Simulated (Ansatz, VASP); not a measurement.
# Ta (Ta(100)): VASP beside Ansatz, part 2 of 2

One calculation is typed for both programs; each brings its own data sets. How far apart do they land? Of the first pair: The cell is taken from a series of runs on this material, whose earlier steps may have relaxed, scaled, displaced or heated it; both programs get it as it stands.

VASP 6.6.1 and Ansatz 0.2.0.

So far: Set-up; Ansatz: single point, LDA; VASP: single point, LDA; Differences.

### 5. VASP: single point, PBE, pair 2

Level of this step: PBE; plane waves and PAW (Ta_pv) (VASP).

A single point gives forces, pressure and levels at one fixed geometry, so differences don't come from the geometry; what else differs is listed under the comparison.

File INCAR:

```
SYSTEM = Ta
PREC = Accurate
ENCUT = 400
EDIFF = 1E-06
NELM = 120
ISMEAR = 1
SIGMA = 0.1
LREAL = .FALSE.
ALGO = Normal
GGA = PE
NBANDS = 54
LASPH = .TRUE.
LORBIT = 11
LWAVE = .FALSE.
LCHARG = .FALSE.
ISIF = 2
LDIPOL = .TRUE.
IDIPOL = 3
DIPOL = 0.5 0.5 0.5
LVHAR = .TRUE.
GGA_COMPAT = .FALSE.
NELMDL = -8
KPAR = 2
```

File POSCAR:

```
Ta
1.0
    3.3100000000      0.0000000000      0.0000000000
    0.0000000000      3.3100000000      0.0000000000
    0.0000000000      0.0000000000     27.5850000000
Ta
8
Direct
    0.0000000000      0.0000000000      0.2900126881
    0.5000000000      0.5000000000      0.3500090629
    0.0000000000      0.0000000000      0.4100054377
    0.5000000000      0.5000000000      0.4700018126
    0.0000000000      0.0000000000      0.5299981874
    0.5000000000      0.5000000000      0.5899945623
    0.0000000000      0.0000000000      0.6499909371
    0.5000000000      0.5000000000      0.7099873119
```

File KPOINTS:

```
Automatic mesh
0
Gamma
10 10 1
0 0 0
```

PAW data sets: Ta_pv (PBE family, release 64).

Command:

```console
mpirun -np 2 vasp_std
```

Numbers of over 12 decimals in the logs are rounded to 6 here.

The log of the run:

```text
[banner, memory and clock lines left out]
running    2 mpi-ranks, on    1 nodes
[...]
LDA part: xc-table for (Slater+PW92), standard interpolation
 POSCAR, INCAR and KPOINTS ok, starting setup
[...]
entering main loop
       N       E                     dE             d eps       ncg     rms          rms(c)
DAV:   1     0.721212764709E+03    0.72121E+03   -0.45142E+04  2820   0.124E+03
DAV:   2    -0.641837502795E+02   -0.78540E+03   -0.76843E+03  2590   0.383E+02
DAV:   3    -0.988838389876E+02   -0.34700E+02   -0.33627E+02  2916   0.694E+01
DAV:   4    -0.100350514213E+03   -0.14667E+01   -0.14466E+01  3080   0.127E+01
[...]
DAV:  24    -0.908085692777E+02    0.43848E-05   -0.30496E-05  2346   0.263E-02    0.864E-03
DAV:  25    -0.908085901652E+02   -0.20887E-04   -0.31685E-05  2280   0.186E-02    0.656E-03
DAV:  26    -0.908085899442E+02    0.22097E-06   -0.61516E-06  2122   0.985E-03
   1 F= -.90808590E+02 E0= -.90806778E+02  d E =-.543602E-02
```

From OUTCAR (step 5):

```text
  Total       -5.7923744     -5.7923744     -3.4597947      0.0000000     -0.0000000      0.0000000
  in kB      -30.7070597    -30.7070597    -18.3413771      0.0000000     -0.0000000      0.0000000
  external PRESSURE =     -26.5851655 kB  Pullay stress =       0.0000000 kB

 POSITION                                       TOTAL-FORCE (eV/Angst)
 -----------------------------------------------------------------------------------
      0.00000      0.00000      8.00000        -0.000000      0.000000      1.304276
      1.65500      1.65500      9.65500        -0.000000     -0.000000     -1.254633
      0.00000      0.00000     11.31000        -0.000000     -0.000000     -0.378579
      1.65500      1.65500     12.96500        -0.000000      0.000000      0.313319
      0.00000      0.00000     14.62000        -0.000000     -0.000000     -0.313319
      1.65500      1.65500     16.27500         0.000000      0.000000      0.378579
      0.00000      0.00000     17.93000        -0.000000      0.000000      1.254633
      1.65500      1.65500     19.58500         0.000000     -0.000000     -1.304276
 -----------------------------------------------------------------------------------
    total drift:                                0.000000     -0.000000      0.000000

  FREE ENERGIE OF THE ION-ELECTRON SYSTEM (eV)
  ---------------------------------------------------
  free  energy   TOTEN  =       -90.8085899442 eV

  energy  without entropy=      -90.8031539276  energy(sigma->0) =      -90.80677794

[... 2 parts as in an earlier step ...]

[... 1 further part left out ...]
[key lines of the parts left out:]
E-fermi :   0.7138
```

### 6. Ansatz: single point, PBE, pair 2

The same cell, functional, mesh and smearing now go to Ansatz.

The cell is taken from a series of runs on this material, whose earlier steps may have relaxed, scaled, displaced or heated it; both programs get it as it stands.

File input.yaml:

```yaml
crystal:
  lattice:
    - [3.31, 0.0, 0.0]
    - [0.0, 3.31, 0.0]
    - [0.0, 0.0, 27.585]
  atoms:
    - { symbol: Ta, position: [0.0, 0.0, 0.2900126881] }
    - { symbol: Ta, position: [0.5, 0.5, 0.3500090629] }
    - { symbol: Ta, position: [0.0, 0.0, 0.4100054377] }
    - { symbol: Ta, position: [0.5, 0.5, 0.4700018126] }
    - { symbol: Ta, position: [0.0, 0.0, 0.5299981874] }
    - { symbol: Ta, position: [0.5, 0.5, 0.5899945623] }
    - { symbol: Ta, position: [0.0, 0.0, 0.6499909371] }
    - { symbol: Ta, position: [0.5, 0.5, 0.7099873119] }
hamiltonian:
  xc: pbe
kpoints:
  mp_grid: { grid: [10, 10, 1] }
scf:
  occupations: { method: methfessel_paxton, width: 0.1 }
  convergence: { dr2_threshold: 1.0e-09 }
efield:
  axis: 3
  dipole_correction: true
basis:
  ecutwfc: "600 eV"
output:
  write_potential: true
  write_density: true
  volumetric_format: npy
```

Command:

```console
ansatz run input.yaml --threads 2 --pin off --max-ram 4096MiB --backend cpu --events-out ev --progress --plain --runs-dir out
```

The log of the run:

```text
[...]
Crystal: 8 atoms, lattice volume = 302.224 Å³
Basis set: ecut = 600 eV, 10159 PW (Γ)
Bands: 63, of which v1, the nominal top of the filled ones, is band 52 counted from 1 (51 counted from 0)
Symmetry: 8 space group operations
k-points: 21 of 100
[...]
k-point 0: bands = [... 48 lower, 7.5190, 7.5496, 7.5496, 7.7068, 7.7068, 7.7993, 7.8834, 7.9452, ... 7 higher]
  k-point 1: bands = [... 48 lower, 7.2307, 7.2441, 7.3955, 7.5213, 7.5837, 7.7145, 7.7666, 7.9297, ... 7 higher]
  k-point 2: bands = [... 48 lower, 6.7919, 6.9434, 6.9792, 7.0764, 7.4373, 7.6242, 7.7223, 8.0600, ... 7 higher]
  k-point 20: bands = [... 48 lower, 6.1107, 6.1107, 6.9019, 6.9019, 7.8771, 7.8771, 9.1971, 9.1971, ... 7 higher]
[key lines of the parts left out:]
SCF converged after 10 iterations
Free energy (F): -79454.301617 eV
Fermi energy:    6.992175 eV
Dipole field:    D = -0.000007 V/Å  (p = -0.000012 e·Å, saw-weighted, corrected)
Work function:   Φ+ = 4.0746 eV   Φ− = 4.0744 eV
```

### 7. Comparison

What differs besides the data sets and the points named for the pairs above, as far as they apply: the data sets hold 104 valence electrons in Ansatz (on its default PAW (the set named soft_2) files) and 88 in VASP; the cutoff is 600 eV in Ansatz and 400 eV in VASP. Total energies have different zeros and are not compared.

Both answers:

| quantity | Ansatz | VASP | difference |
| --- | --- | --- | --- |
| work function, lower of the two faces (eV) | 4.07 | 4.08 | -0.01 |
| work function, higher of the two faces (eV) | 4.07 | 4.08 | -0.01 |

With vacuum in the cell, a pressure given here is an average over mostly empty space and none of the material.

### 8. Ansatz: relaxation, PBE

The two programs are compared at the cell with which this relaxation starts, whose forces are those of its first step.

The structure compared here is the start of the Ansatz relaxation; VASP solves that cell, so the two are compared at the walk's first step.

input.yaml, as its differences from that of step 6:

```diff
@@ -24,4 +24,6 @@
   dipole_correction: true
-basis:
-  ecutwfc: "600 eV"
+relax:
+  f_tol: 0.01
+  max_steps: 40
+  constraints: [{ sites: [3, 4] }]
 output:
@@ -30 +32,2 @@
   volumetric_format: npy
+  elf: true
```

The log of the run:

```text
[...]
Crystal: 8 atoms, lattice volume = 302.224 Å³
Basis set: ecut = 420 eV, 5941 PW (Γ), exchange–correlation on 48×48×384 points (8 copies of the dense FFT grid, shifted against one another)
Bands: 63, of which v1, the nominal top of the filled ones, is band 52 counted from 1 (51 counted from 0)
Symmetry: 8 space group operations
k-points: 21 of 100
[...]
atoms:
    - { symbol: Ta, position: [0, 0.0, 0.294672] }
    - { symbol: Ta, position: [0.5, 0.5, 0.347550] }
    - { symbol: Ta, position: [0, 0.0, 0.408107] }
    - { symbol: Ta, position: [0.5, 0.5, 0.4700018126] }
    - { symbol: Ta, position: [0.0, 0.0, 0.5299981874] }
    - { symbol: Ta, position: [0.5, 0.5, 0.591893] }
    - { symbol: Ta, position: [0, 0.0, 0.652450] }
    - { symbol: Ta, position: [0.5, 0.5, 0.705328] }
[key lines of the parts left out:]
SCF converged after 9 iterations
Free energy (F): -79454.601511 eV
Fermi energy:    7.061423 eV
Dipole field:    D = 0.000000 V/Å  (p = 0.000000 e·Å, saw-weighted, corrected)
Work function:   Φ+ = 3.8533 eV   Φ− = 3.8534 eV
```

### 9. VASP: single point, PBE, start cell, pair 3

The same cell, functional, mesh and smearing now go to VASP, with its own data sets.

INCAR is that of step 5.

POSCAR is that of step 5.

KPOINTS is that of step 5.

Command:

```console
mpirun -np 2 vasp_std
```

The log of the run:

```text
[... set-up lines as in an earlier step ...]
 entering main loop
       N       E                     dE             d eps       ncg     rms          rms(c)
[... 26 cycles as in an earlier step ...]
   1 F= -.90808590E+02 E0= -.90806778E+02  d E =-.543602E-02
```

Parts of OUTCAR (step 9):

```text
[... 6 parts as in an earlier step ...]

[... 1 further part left out ...]
[key lines of the parts left out:]
E-fermi :   0.7138
```

### 10. Comparison

What differs besides the data sets and the points named for the pairs above, as far as they apply: the data sets hold 104 valence electrons in Ansatz (on its default PAW (the set named soft_2) files) and 88 in VASP. Total energies have different zeros and are not compared.

Forces (eV/Å; atoms numbered as in POSCAR):

```csv
atom,"Ansatz x, y, z","VASP x, y, z"
Ta1,"0.000, 0.000, 1.304","0.000, 0.000, 1.304"
Ta2,"0.000, 0.000, -1.243","0.000, 0.000, -1.255"
Ta3,"0.000, 0.000, -0.378","0.000, 0.000, -0.379"
Ta4,"0.000, 0.000, 0.311","0.000, 0.000, 0.313"
Ta5,"0.000, 0.000, -0.311","0.000, 0.000, -0.313"
Ta6,"0.000, 0.000, 0.378","0.000, 0.000, 0.379"
Ta7,"0.000, 0.000, 1.243","0.000, 0.000, 1.255"
Ta8,"0.000, 0.000, -1.304","0.000, 0.000, -1.304"
```

The forces differ by 3.5 meV/Å r.m.s., which is 0.6 % of the r.m.s. force of 0.541 eV/Å (both taken over all components). With vacuum in the cell, a pressure given here is an average over mostly empty space and none of the material.

### 11. What came out

| Quantity | Value |
| --- | --- |
| difference in work function, higher of the two faces (single point, LDA) | 0.0085 eV |
| difference in work function, lower of the two faces (single point, PBE, pair 2) | -0.0098 eV |
| r.m.s. force difference (single point, PBE, start cell, pair 3) | 0.64 % of the r.m.s. force |

What this shows: The r.m.s. force difference is 0.64 % of the r.m.s. force (single point, PBE, start cell, pair 3), within the 3 % picked in this series as the mark of a large difference. The data sets hold unlike numbers of valence electrons (104 in Ansatz and 88 in VASP), so part of the differences comes from the potentials. 3 further runs of this series are not shown here. Such differences can come from data sets, numerical settings and the points named under the comparisons, not from the functional's error against experiment.

[Lines on the potential files, build, host, timing and source positions are cut from VASP's logs without a mark.]

[Logs are printed without paths, hosts, clocks, repeated set-up lines and the standing remarks that a program may print on its own settings, such as how far it seeks lower states.]

[Hosts, paths, dates, database ids (printed as entryN), source tags and the programs' standing remarks are cut or masked in the printed files.]
